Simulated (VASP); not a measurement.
Molecule: OH2, in a box.

```
O H
1.0
    12.01458    0.00000    0.00000
     0.00000   12.51458    0.00000
     0.00000    0.00000   13.01458
O H
1 2
Direct
  0.50247 0.49828 0.52853
  0.49624 0.56752 0.49507
  0.50094 0.44700 0.47238
```

Base run:

```yaml
Program: VASP 6.6.1
Functional: PBE
Potentials_or_basis: VASP PAW PBE potentials, release 64 (O, H)
Cutoff: 400 eV
k_mesh: 1 × 1 × 1
Occupations: gaussian, width 0.01 eV
Spin: no spin polarisation
```

Its results: gap between the frontier levels 6.21 eV; largest force 0.013 eV/Å.

Question: The run is repeated on the same cell with these changes: functional from PBE to optB86b-vdW. What comes out?

Answer: Gap between the frontier levels 6.03 eV; largest force 0.054 eV/Å.

Caveats: the PAW data sets were made with another functional, which shifts forces and pressure a little (some runs).

